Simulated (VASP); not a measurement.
An input for Quantum ESPRESSO's pw.x (written as the equivalent of a VASP run, and not itself run):

```
&CONTROL
  calculation = 'scf'
  pseudo_dir = './pseudo'
  outdir = './out'
  tprnfor = .true.
  tstress = .true.
/
&SYSTEM
  ibrav = 0
  nat = 1
  ntyp = 1
  ecutwfc = 68
  occupations = 'smearing'
  smearing = 'gaussian'
  degauss = 0.003675
  input_dft = 'pz'
/
&ELECTRONS
  conv_thr = 7.3e-09
  electron_maxstep = 100
/
ATOMIC_SPECIES
  Sr 87.620 Sr.upf
CELL_PARAMETERS angstrom
     0.0000000    2.8634050    2.8634050
     2.8634050    0.0000000    2.8634050
     2.8634050    2.8634050    0.0000000
ATOMIC_POSITIONS crystal
  Sr   0.0000000  0.0000000  0.0000000
K_POINTS automatic
  8 8 8 0 0 0
```

Task: Translate this input to VASP (INCAR, KPOINTS, POSCAR, choice of POTCAR).

Result: This is not unique; one that fits is 
### INCAR
```
SYSTEM = Sr
PREC = Accurate
ENCUT = 520
EDIFF = 1E-7
NELM = 100
ALGO = Normal
LREAL = .FALSE.
LASPH = .TRUE.
ISMEAR = 0
SIGMA = 0.05
LMAXMIX = 4
LWAVE = .FALSE.
LCHARG = .FALSE.
ISIF = 2
```

File KPOINTS:
```
kpoints
0
G
8 8 8
```

**POSCAR**
```
Sr
4.0494660
  0.0000000000   0.7071068091   0.7071068091
  0.7071068091   0.0000000000   0.7071068091
  0.7071068091   0.7071068091   0.0000000000
Sr
1
Cartesian
  0.0000000000   0.0000000000   0.0000000000
```

POTCAR, in this order: Sr_sv (LDA.64 set). Program: vasp_std.

Limits of the translation: the potentials are each code's own (VASP's PAW set, PseudoDojo norm-conserving files in pw.x), so ENCUT and ecutwfc are chosen apart and not converted; conv_thr bounds pw.x's estimated SCF error, while EDIFF bounds the energy change between steps.

The compound is Sr in the fcc structure. This cell is one point of a volume scan, at 0.97 of the reference volume.
